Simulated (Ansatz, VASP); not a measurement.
# P: VASP beside Ansatz, part 2 of 3

Wanted: the spread between two codes on one cell, functional and k mesh. The cell is taken from a series of VASP runs on this material, whose earlier steps may have relaxed, scaled or displaced it; both programs get it as it stands.

VASP 6.6.1 and Ansatz 0.2.0.

So far: The structure; Ansatz: relaxation of cell and atoms, r2SCAN with rVV10.

## Step 3: VASP: relaxation of cell and atoms, r2SCAN with rVV10

Level of this step: r2SCAN with rVV10; plane waves and PAW (P) (VASP).

The same cell, functional, mesh and smearing now go to VASP, with its own data sets and cutoff.

Lines of VASP's logs that name or quote its potential files are left out, and so is its time.

Input file INCAR:

```
SYSTEM = P
PREC = Accurate
ENCUT = 400
EDIFF = 1E-06
NELM = 100
ISMEAR = 0
SIGMA = 0.05
LREAL = .FALSE.
ALGO = Normal
METAGGA = R2SCAN
LUSE_VDW = .TRUE.
IVDW_NL = 2
BPARAM = 11.95
CPARAM = 0.0093
LASPH = .TRUE.
NBANDS = 16
LORBIT = 11
LWAVE = .FALSE.
LCHARG = .FALSE.
KPAR = 4
IBRION = 2
NSW = 60
ISIF = 3
EDIFFG = -0.01
```

Input file POSCAR:

```
P
1.0
    1.6519655040     -5.3287980838      0.0000000000
    1.6519655040      5.3287980838      0.0000000000
    0.0000000000      0.0000000000      4.4524799763
P
4
Direct
    0.9010063699      0.0989936301      0.0855836695
    0.5989936301      0.4010063699      0.5855836695
    0.0989936301      0.9010063699      0.9144163305
    0.4010063699      0.5989936301      0.4144163305
```

Input file KPOINTS:

```
Automatic mesh
0
Gamma
6 6 5
0 0 0
```

The projector-augmented-wave data sets are P (PBE family, release 64).

Launch:

```console
$ mpirun -np 4 vasp_std
```

Numbers of over 12 decimals in the logs are rounded to 6 here.

Log:

```text
[banner, memory and clock lines left out]
running    4 mpi-ranks, on    1 nodes
 distrk:  each k-point on    1 cores,    4 groups
 distr:  one band on    1 cores,    1 groups

 POSCAR found type information on POSCAR P
 POSCAR found :  1 types and       4 ions
|                                                                             |
|               ----> ADVICE to this user running VASP <----                  |
|                                                                             |
|     You have switched on vdW-DFT.                                           |
|     This routine was written and supplied by Jiri Klimes. We recommend      |
|     that you carefully read and cite the following publications:            |
|       J. Klimes, D.R. Bowler, A. Michelides                                 |
|          J. Phys.: Cond Matt. 22 022201 (2010)                              |
|       J. Klimes, D.R. Bowler, A. Michelides                                 |
|          Phys. Rev. B. 83, 195131 (2011)                                    |
|     and references therein.                                                 |
|                                                                             |

|                                                                             |
|               ----> ADVICE to this user running VASP <----                  |
|                                                                             |
|     You enforced a specific xc type in the INCAR file but a different       |
|     [... a line on the potential file left out ...]
|     I HOPE YOU KNOW WHAT YOU ARE DOING!                                     |
|                                                                             |

 LDA part: xc-table for (None), standard interpolation
 POSCAR, INCAR and KPOINTS ok, starting setup
 FFT: planning ... GRIDC
 FFT: planning ... GRID_SOFT
 FFT: planning ... GRID
 WAVECAR not read
 entering main loop
       N       E                     dE             d eps       ncg     rms          rms(c)
Total rVV10 correction in eV:      0.2809215    23.2262588
Total rVV10 correction in eV:      0.2809215    23.2262588
Total rVV10 correction in eV:      0.2809215    23.2262588
Total rVV10 correction in eV:      0.2809215    23.2262588
DAV:   1     0.350082084825E+02    0.35008E+02   -0.74236E+03  1248   0.885E+02
DAV:   2    -0.363565361686E+02   -0.71365E+02   -0.69207E+02  1680   0.152E+02
DAV:   3    -0.393791307830E+02   -0.30226E+01   -0.30116E+01  1720   0.338E+01
DAV:   4    -0.394076184794E+02   -0.28488E-01   -0.28484E-01  1568   0.394E+00
DAV:   5    -0.394081788600E+02   -0.56038E-03   -0.56036E-03  1720   0.503E-01    0.115E+01
Total rVV10 correction in eV:      0.2906275    23.2262589
Total rVV10 correction in eV:      0.2906275    23.2262589
Total rVV10 correction in eV:      0.2906275    23.2262589
Total rVV10 correction in eV:      0.2906275    23.2262589
DAV:   6    -0.355592292709E+02    0.38489E+01   -0.48184E-01  1328   0.501E+00    0.766E+00
Total rVV10 correction in eV:      0.3209781    23.2262589
Total rVV10 correction in eV:      0.3209781    23.2262589
Total rVV10 correction in eV:      0.3209781    23.2262589
Total rVV10 correction in eV:      0.3209781    23.2262589
DAV:   7    -0.355807482688E+02   -0.21519E-01   -0.16760E-01  1544   0.269E+00    0.995E-01
Total rVV10 correction in eV:      0.3163961    23.2262589
Total rVV10 correction in eV:      0.3163961    23.2262589
Total rVV10 correction in eV:      0.3163961    23.2262589
Total rVV10 correction in eV:      0.3163961    23.2262589
DAV:   8    -0.355768166804E+02    0.39316E-02   -0.12139E-02  1456   0.707E-01    0.263E-01
Total rVV10 correction in eV:      0.3170499    23.2262589
Total rVV10 correction in eV:      0.3170499    23.2262589
Total rVV10 correction in eV:      0.3170499    23.2262589
Total rVV10 correction in eV:      0.3170499    23.2262589
DAV:   9    -0.355769939278E+02   -0.17725E-03   -0.11408E-03  1664   0.210E-01    0.921E-02
Total rVV10 correction in eV:      0.3171029    23.2262589
Total rVV10 correction in eV:      0.3171029    23.2262589
Total rVV10 correction in eV:      0.3171029    23.2262589
Total rVV10 correction in eV:      0.3171029    23.2262589
DAV:  10    -0.355770401037E+02   -0.46176E-04   -0.87557E-05  1544   0.650E-02    0.439E-02
Total rVV10 correction in eV:      0.3174665    23.2262589
Total rVV10 correction in eV:      0.3174665    23.2262589
Total rVV10 correction in eV:      0.3174665    23.2262589
Total rVV10 correction in eV:      0.3174665    23.2262589
DAV:  11    -0.355770546878E+02   -0.14584E-04   -0.27940E-05  1480   0.461E-02    0.112E-02
Total rVV10 correction in eV:      0.3174774    23.2262589
Total rVV10 correction in eV:      0.3174774    23.2262589
Total rVV10 correction in eV:      0.3174774    23.2262589
Total rVV10 correction in eV:      0.3174774    23.2262589
DAV:  12    -0.355770561438E+02   -0.14561E-05   -0.87466E-07  1288   0.662E-03    0.352E-03
Total rVV10 correction in eV:      0.3174898    23.2262589
Total rVV10 correction in eV:      0.3174898    23.2262589
Total rVV10 correction in eV:      0.3174898    23.2262589
Total rVV10 correction in eV:      0.3174898    23.2262589
DAV:  13    -0.355770569549E+02   -0.81103E-06   -0.26685E-07   832   0.358E-03
Total rVV10 correction in eV:      0.3174884    23.2262589
Total rVV10 correction in eV:      0.3174884    23.2262589
Total rVV10 correction in eV:      0.3174884    23.2262589
Total rVV10 correction in eV:      0.3174884    23.2262589
Total rVV10 correction in eV:      0.3174892    23.2262589
Total rVV10 correction in eV:      0.3174892    23.2262589
Total rVV10 correction in eV:      0.3174892    23.2262589
Total rVV10 correction in eV:      0.3174892    23.2262589
   1 F= -.35577057E+02 E0= -.35576902E+02  d E =-.355771E+02
 curvature:   0.00 expect dE= 0.000E+00 dE for cont linesearch  0.000E+00
 trial: gam= 0.00000 g(F)=  0.166E-04 g(S)=  0.151E-05 ort = 0.000E+00 (trialstep = 0.100E+01)
 search vector abs. value=  0.181E-04
 reached required accuracy - stopping structural energy minimisation
```

Parts of OUTCAR (step 3):

```text
ion  position               nearest neighbor table
   1  0.901  0.099  0.086-   4 2.21   4 2.21   3 2.24
   2  0.599  0.401  0.586-   3 2.21   3 2.21   4 2.24
   3  0.099  0.901  0.914-   2 2.21   2 2.21   1 2.24
   4  0.401  0.599  0.414-   1 2.21   1 2.21   2 2.24

  LATTYP: Found a base centered orthorhombic cell.
 ALAT       =     3.3039310080
 B/A-ratio  =     3.2257320573
 C/A-ratio  =     1.3476310388

 Subroutine GETGRP returns: Found  8 space group operations
 (whereof  4 operations were pure point group operations)

The static configuration has the point symmetry C_2h.
 The point group associated with its full space group is D_2h.

 Found     39 irreducible k-points:

   k-points           NKPTS =     39   k-points in BZ     NKDIM =     39   number of bands    NBANDS=     16

   dimension x,y,z NGX =    36 NGY =   36 NGZ =   30
   dimension x,y,z NGXF=    72 NGYF=   72 NGZF=   60

   ENCUT  =  400.0 eV  29.40 Ry    5.42 a.u.   9.10  9.10  7.26*2*pi/ulx,y,z

   NELECT =      20.0000    total number of electrons

 k-points in reciprocal lattice and weights: Automatic mesh
   0.00000000  0.00000000  0.00000000       0.006
   0.16666667 -0.00000000  0.00000000       0.022
   0.33333333 -0.00000000  0.00000000       0.022
   0.50000000 -0.00000000  0.00000000       0.011
   0.16666667  0.16666667  0.00000000       0.011
   0.33333333  0.16666667  0.00000000       0.022
   0.50000000  0.16666667  0.00000000       0.022
  -0.33333333  0.16666667  0.00000000       0.022
  -0.16666667  0.16666667  0.00000000       0.011
[...]
-0.33333333  0.33333333  0.40000000       0.022
   0.50000000  0.50000000  0.40000000       0.011

 average (electrostatic) potential at core
       1 -86.3311       2 -86.3311       3 -86.3311       4 -86.3311

 E-fermi :   6.4033

 k-point     1 :       0.0000    0.0000    0.0000
  band No.  band energies     occupation
    ...
      6       1.3253      2.00000
      7       1.8650      2.00000
      8       3.2612      2.00000
      9       3.4236      2.00000
     10       4.8571      2.00000
     11       6.9707      0.00000
     12       7.4923      0.00000
     13       8.3402      0.00000
     14       9.3596      0.00000
     15      11.9527      0.00000
    ...

 k-point     2 :       0.1667   -0.0000    0.0000
  band No.  band energies     occupation
    ...
      6       0.5872      2.00000
      7       1.3826      2.00000
      8       2.6622      2.00000
      9       3.4011      2.00000
     10       5.0208      2.00000
     11       7.3125      0.00000
     12       8.0695      0.00000
     13       9.7806      0.00000
     14      10.0827      0.00000
     15      10.3763      0.00000
    ...

 k-point     3 :       0.3333   -0.0000    0.0000
  band No.  band energies     occupation
    ...
      6       0.1321      2.00000
      7       2.0352      2.00000
      8       2.7546      2.00000
      9       3.4282      2.00000
     10       4.5515      2.00000
     11       6.7175      0.00000
     12       7.9978      0.00000
     13       8.2551      0.00000
     14       8.5936      0.00000
     15       9.5324      0.00000
    ...

  Total       -0.0106305     -0.0020204     -0.0028408      0.0000000      0.0000000      0.0000000
  in kB       -0.2172720     -0.0412947     -0.0580623      0.0000000      0.0000000      0.0000000
  external PRESSURE =      -0.1055430 kB  Pullay stress =       0.0000000 kB

  energy-cutoff  :      400.00
  volume of cell :       78.39
      direct lattice vectors                 reciprocal lattice vectors
     1.651965504 -5.328798084  0.000000000     0.302669758 -0.093829789  0.000000000
     1.651965504  5.328798084  0.000000000     0.302669758  0.093829789  0.000000000
     0.000000000  0.000000000  4.452479976     0.000000000  0.000000000  0.224593935

 POSITION                                       TOTAL-FORCE (eV/Angst)
 -----------------------------------------------------------------------------------
      1.65197     -4.27376      0.38106         0.000000     -0.006644     -0.006470
      1.65197     -1.05503      2.60730         0.000000      0.006644     -0.006470
      1.65197      4.27376      4.07142         0.000000      0.006644      0.006470
      1.65197      1.05503      1.84518         0.000000     -0.006644      0.006470
 -----------------------------------------------------------------------------------
    total drift:                               -0.000000     -0.000000     -0.000000

  FREE ENERGIE OF THE ION-ELECTRON SYSTEM (eV)
  ---------------------------------------------------
  free  energy   TOTEN  =       -35.5770569549 eV

  energy  without entropy=      -35.5767462662  energy(sigma->0) =      -35.57690161

 reached required accuracy - stopping structural energy minimisation

 total charge
# of ion       s       p       d       tot
------------------------------------------
    1        1.069   1.397   0.000   2.467
    2        1.069   1.397   0.000   2.467
    3        1.069   1.397   0.000   2.467
    4        1.069   1.397   0.000   2.467
--------------------------------------------------
tot          4.277   5.590   0.000   9.867

[... 3 further parts left out ...]
```

## Step 4: Differences

Known differences besides the potentials themselves: VASP keeps PBE cores, Ansatz makes them for the functional; both relaxations stop at a tolerance, which leaves soft axes loose, and VASP keeps its plane-wave basis; the cutoff is 500 eV in Ansatz and 400 eV in VASP; Ansatz adds a Pulay correction to the stress that steers its cell, VASP none. Total energies have different zeros and are not compared.

Both answers:

```csv
quantity,Ansatz,VASP,difference
volume (Å³),78.65,78.39,+0.33 %
"edge a after relaxation, in the typed setting (Å)",5.590,5.579,+0.20 %
"edge c after relaxation, in the typed setting (Å)",4.451,4.452,-0.04 %
```

The walks stopped with -0.02 GPa left in Ansatz and -0.01 GPa in VASP; each walk ends within a tolerance, so the volume difference is uncertain by about these residues over the bulk modulus, most in soft cells.

## Step 5: Ansatz: band structure, HSE06

Levels along a path test the potential and the projectors away from the mesh points.

The cell is taken from a series of VASP runs on this material, whose earlier steps may have relaxed, scaled or displaced it; both programs get it as it stands.

Input file input.yaml:

```yaml
crystal:
  lattice:
    - [1.651965504, -5.3287980838, 0.0]
    - [1.651965504, 5.3287980838, 0.0]
    - [0.0, 0.0, 4.4524799763]
  atoms:
    - { symbol: P, position: [0.9010063699, 0.0989936301, 0.0855836695] }
    - { symbol: P, position: [0.5989936301, 0.4010063699, 0.5855836695] }
    - { symbol: P, position: [0.0989936301, 0.9010063699, 0.9144163305] }
    - { symbol: P, position: [0.4010063699, 0.5989936301, 0.4144163305] }
hamiltonian:
  xc: { exchange: pbe, correlation: pbe, exx: { coeff: 0.25, omega: 0.2 } }
  pseudopotentials: { kind: paw }
kpoints:
  mp_grid: { grid: [4, 4, 3] }
  band_path:
    path:
      - [0.0, 0.0, 0.0]
      - [0.27403, 0.27403, 0.0]
      - [0.0, 0.5, 0.0]
      - [0.05481, 0.45481, 0.5]
      - [0.21922, 0.21922, 0.5]
      - [0.0, 0.0, 0.3]
      - [-0.2, 0.2, 0.0]
      - [-0.5, 0.5, 0.0]
      - [-0.36442, 0.63558, 0.0]
      - [-0.27403, 0.72597, 0.3]
      - [-0.45481, 0.54519, 0.5]
      - [-0.5, 0.5, 0.1]
      - [-0.5, 0.5, 0.5]
    npoints: 1
scf:
  occupations: { method: gaussian, width: 0.05 }
  n_extra_bands: 8
output:
  forces: true
  stress: true
  eigenvalues: true
  write_density: true
  write_potential: true
  elf: true
  volumetric_format: npy
```

Launch:

```console
$ ansatz run input.yaml --threads 4 --pin off --max-ram 9216MiB --backend cpu --events-out ev --progress --plain --runs-dir out
```

Log:

```text
[...]
P = ⅓ Tr σ = 0.4596 GPa (4.596 kbar)
--- Band table (eV; the first three rows and the last of 14) ---
  k-point 0: bands = [... 6 lower, 2.4773, 3.8960, 4.1099, 5.5652, 8.2520, 8.7290, 9.6830, 10.8566, ... 4 higher]
  k-point 1: bands = [... 6 lower, 3.1400, 3.7970, 3.8293, 6.0318, 8.9735, 9.1496, 10.3319, 11.1118, ... 4 higher]
  k-point 2: bands = [... 6 lower, 2.2140, 3.2462, 4.1296, 5.6607, 8.3001, 9.3047, 10.2512, 10.6238, ... 4 higher]
  k-point 13: bands = [... 6 lower, 3.1537, 3.8736, 5.2857, 6.1507, 8.6620, 9.1186, 9.5847, 10.5239, ... 4 higher]
[key lines of the parts left out:]
Free energy (F): -3024.369594 eV
Fermi energy:    7.422634 eV
```

It took 33 s on 4 threads of Arm Neoverse V1, shared host; peak memory 0.81 GiB.

(Continued in part 3 of 3.)

[Lines on the potential files, build, host, timing and source positions are cut from VASP's logs without a mark.]

[Logs are printed without paths, hosts, clocks, repeated set-up lines and the standing remarks that a program may print on its own settings, such as how far it seeks lower states.]

[Hosts, paths, dates, database ids (printed as entryN), source tags and the programs' standing remarks are cut or masked in the printed files.]
